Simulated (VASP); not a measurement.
Data:

```
Ni3Si
1.0
    3.46656     0.00000     0.00000
    0.00000     3.46656     0.00000
    0.00000     0.00000     3.46656
Si Ni
1 3
Direct
  0.00000   0.00000   0.00000
  0.00000   0.50000   0.50000
  0.50000   0.00000   0.50000
  0.50000   0.50000   0.00000
```

Computed with PBE GGA with D3 dispersion (Becke-Johnson damping), VASP's PBE PAW potentials (set 64) (plane waves; VASP). Run with 520 eV cut-off, Gaussian smearing of 0.050 eV, potentials Si Ni.

Q: Predict the band gap (along the path) with the smallest direct gap where there is one.

A: 
| Property | Value |
|---|---|
| band gap (along the path) | none (metal, semimetal or under 0.01 eV) |

The compound is Ni3Si in the L1_2 structure. It was relaxed first. The run is not spin-polarised, so no magnetic state was tried.
